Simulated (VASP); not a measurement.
Be3HgTe4 (ordered alloy cell): computed properties

These are PBEsol GGA, VASP's PBE PAW potentials (set 64) (plane waves; VASP 6.6.1) values and carry that method's errors.

* **space group**: R3m (160)
* **cell**: a = b = 4.1104 Å, c = 40.9534 Å, α = β = 90.00°, γ = 120.00°
* **volume per atom**: 24.97 Å³/atom
* **band gap (over mesh and band path)**: 0.71 eV
* **smallest direct gap (over mesh and band path)**: 1.02 eV
* **band-edge character**: indirect, Γ to F
* **density**: 6.14 g/cm³

```
Be3HgTe4
1.0
    0.00000     2.90647     2.90647
    2.90647     0.00000     2.90647
   11.75678    11.75678    -0.13091
Hg Te Be
1 4 3
Direct
  0.01411   0.01411   0.98942
  0.21223   0.21223   0.09083
  0.23662   0.23662   0.32254
  0.25805   0.25805   0.55646
  0.28157   0.28157   0.78882
  0.97737   0.97737   0.26698
  0.99968   0.99968   0.50024
  0.02038   0.02038   0.73472
```

Unless said otherwise, spin-orbit coupling is left out, though it shifts the bands of the heavy elements here.

The structure was generated: Be3HgTe4 was put into an ordered model structure (R3m), which need not be its known phase. It was relaxed first. Symmetry was kept, so distortions that lower it aren't found.
